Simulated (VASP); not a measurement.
Runs of VASP 6.6.1 on Br. It takes space group Cmce (No. 64, orthorhombic). The conventional cell has a = 6.726 Å, b = 4.645 Å, c = 8.702 Å, α = 90.00°, β = 90.00°, γ = 90.00°. Br (site symmetry m) has 1 Br at 2.29 Å as nearest neighbours. 

```csv
level,potentials or basis,gap on the mesh (eV),pressure (GPa),relaxed volume (Å³/atom)
PBE+D3(BJ),"VASP PAW PBE potentials, release 64 (Br)",1.33,0.0,31.09
PBEsol,"VASP PAW PBE potentials, release 64 (Br)",1.21,0.0,(a)
LDA,"VASP PAW LDA potentials, release 64 (Br)",(b),0.0,27.52
PBE,"VASP PAW PBE potentials, release 64 (Br)",1.36,0.0,39.11
```

Alike in all rows: task relaxation of cell and atoms; no spin polarisation; cell relaxed; k mesh 8 × 8 × 4; cutoff (eV) 600; smearing gaussian 0.03 eV.

**Question.** Estimate the missing entries.

**Answer.** (a) 30.96; (b) 1.06.

Caveats: the volume moved by over 15 % at a fixed basis, so the end points are rough (some runs); the PAW data sets were made with another functional, which shifts forces and pressure a little (some runs); the volume moved by -19 % from the deposited cell, more than functionals usually miss (some runs); the volume moved by +15 % from the deposited cell, more than functionals usually miss (some runs).

A k mesh can miss the band edges, and the runs leave out spin-orbit coupling on Br.

Not every run made on this cell is shown here.
